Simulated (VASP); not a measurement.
InP (zinc blende): the band gap from VASP (plane waves, PAW) at several levels of theory. Gaps are without spin-orbit coupling. Each level names its cell: its own relaxed one, PBE's, or the starting one. A gap is the smallest over the k-mesh and a band path; hybrids may have named points in place of the path, and GW has the mesh alone. mBJ is a potential without an energy functional, so only the levels count. The mesh is coarse and the basis finite, so the quasiparticle values are not converged.

```json
[
 {"level": "LDA (own cell)", "band gap (eV)": "0.60", "error against measurement (eV)": "-0.87"},
 {"level": "PBE (own cell)", "band gap (eV)": "0.44", "error against measurement (eV)": "-1.03"},
 {"level": "PBEsol (own cell)", "band gap (eV)": "0.57", "error against measurement (eV)": "-0.90"},
 {"level": "RPBE (own cell)", "band gap (eV)": "0.42", "error against measurement (eV)": "-1.05"},
 {"level": "AM05 (own cell)", "band gap (eV)": "0.63", "error against measurement (eV)": "-0.84"},
 {"level": "PBE-D3(BJ) (own cell)", "band gap (eV)": "0.63", "error against measurement (eV)": "-0.84"},
 {"level": "PBE-D4 (own cell)", "band gap (eV)": "0.63", "error against measurement (eV)": "-0.84"},
 {"level": "optB88-vdW (own cell)", "band gap (eV)": "0.32", "error against measurement (eV)": "-1.15"},
 {"level": "rev-vdW-DF2 (own cell)", "band gap (eV)": "0.41", "error against measurement (eV)": "-1.06"},
 {"level": "revTPSS (own cell)", "band gap (eV)": "0.67", "error against measurement (eV)": "-0.80"},
 {"level": "SCAN (own cell)", "band gap (eV)": "0.99", "error against measurement (eV)": "-0.48"},
 {"level": "r2SCAN (own cell)", "band gap (eV)": "1.04", "error against measurement (eV)": "-0.43"},
 {"level": "r2SCAN+rVV10 (own cell)", "band gap (eV)": "1.07", "error against measurement (eV)": "-0.40"},
 {"level": "mBJ (TB09) (PBE cell)", "band gap (eV)": "1.40", "error against measurement (eV)": "-0.07"},
 {"level": "HSE06 (PBE cell)", "band gap (eV)": "1.21", "error against measurement (eV)": "-0.26"},
 {"level": "HSEsol (PBE cell)", "band gap (eV)": "1.10", "error against measurement (eV)": "-0.37"},
 {"level": "PBE0 (PBE cell)", "band gap (eV)": "1.80", "error against measurement (eV)": "+0.33"},
 {"level": "B3LYP (PBE cell)", "band gap (eV)": "1.42", "error against measurement (eV)": "-0.05"},
 {"level": "Hartree-Fock (PBE cell)", "band gap (eV)": "6.79", "error against measurement (eV)": "+5.32"},
 {"level": "G0W0@PBE (starting cell)", "band gap (eV)": "1.21", "error against measurement (eV)": "-0.26"},
 {"level": "evGW0@PBE (starting cell)", "band gap (eV)": "1.31", "error against measurement (eV)": "-0.16"}
]
```

Measured: 1.47 eV (as given by Wei Chen et al., Physical Review Materials (2018), doi:10.1103/physrevmaterials.2.073803; zero-point renormalisation of 0.05 eV added back (the table's ZPR column)).

The cell of the LDA (own cell) run:

```cif
data_InP
_chemical_formula_sum 'In1 P1'
_space_group_name_H-M_alt 'P 1'
_space_group_IT_number 1
_cell_length_a 4.12067
_cell_length_b 4.12067
_cell_length_c 4.12067
_cell_angle_alpha 60.000
_cell_angle_beta 60.000
_cell_angle_gamma 60.000
loop_
_space_group_symop_operation_xyz
  'x, y, z'
loop_
_atom_site_label
_atom_site_type_symbol
_atom_site_fract_x
_atom_site_fract_y
_atom_site_fract_z
_atom_site_occupancy
In1 In 0.00000 0.00000 0.00000 1
P1 P 0.25000 0.25000 0.25000 1
```

Only levels that ran to the end are used. Left out are those held back, those with too coarse a band path, GW runs whose mesh misses a band edge, hybrids' fits of cells that aren't cubic and levels without matching references; a question may draw on a part of the rest.

The compound is InP in the zinc blende structure.
